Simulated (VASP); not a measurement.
VASP input:

**INCAR**
```
ALGO  =  Normal
EDIFF  =  1E-6
ENCUT  =  300
GGA  =  PE
ISIF  =  2
ISMEAR  =  0
ISPIN  =  2
LASPH  =  .True.
LCHARG  =  .False.
LMAXMIX  =  4
LORBIT  =  11
LREAL  =  .False.
LWAVE  =  .False.
MAGMOM  =  2*0.0 2.0
NELM  =  100
PREC  =  Accurate
SIGMA  =  0.05
SYSTEM  =  Si2Ni
```

**POSCAR**
```
Si2Ni
1
    0.0000000000     2.7030000000     2.7030000000
    2.7030000000     0.0000000000     2.7030000000
    2.7030000000     2.7030000000     0.0000000000
Si Ni
2 1
Direct
  0.2500000000   0.2500000000   0.2500000000
  0.7500000000   0.7500000000   0.7500000000
  0.0000000000   0.0000000000   0.0000000000
```

File KPOINTS:
```
K-points
0
G
 9 9 9
```

POTCAR, in this order: Si Ni (PBE.64 set). Program: vasp_std.

Q: Translate this PBE calculation to Quantum ESPRESSO's pw.x.

A: One equivalent input (not run):
```
&CONTROL
  calculation = 'scf'
  pseudo_dir = './pseudo'
  outdir = './out'
  tprnfor = .true.
  tstress = .true.
/
&SYSTEM
  ibrav = 0
  nat = 3
  ntyp = 2
  ecutwfc = 98
  occupations = 'smearing'
  smearing = 'gaussian'
  degauss = 0.003675
  input_dft = 'pbe'
  nspin = 2
  starting_magnetization(2) = 0.2
/
&ELECTRONS
  conv_thr = 7.3e-08
  electron_maxstep = 100
/
ATOMIC_SPECIES
  Si 28.085 Si.upf
  Ni 58.693 Ni.upf
CELL_PARAMETERS angstrom
     0.0000000    2.7030000    2.7030000
     2.7030000    0.0000000    2.7030000
     2.7030000    2.7030000    0.0000000
ATOMIC_POSITIONS crystal
  Si   0.2500000  0.2500000  0.2500000
  Si   0.7500000  0.7500000  0.7500000
  Ni   0.0000000  0.0000000  0.0000000
K_POINTS automatic
  9 9 9 0 0 0
```
The two are equivalent in intent, not identical: the potentials are each code's own (VASP's PAW set, PseudoDojo norm-conserving files in pw.x), so ENCUT and ecutwfc are chosen apart and not converted; conv_thr bounds pw.x's estimated SCF error, while EDIFF bounds the energy change between steps; starting_magnetization is a fraction of the valence charge and MAGMOM a moment in μB, so they match only roughly.

The structure comes from a measured Si2Ni entry (Fm-3m) of the Crystallography Open Database, whose conditions weren't checked. The cell was not relaxed at this level.
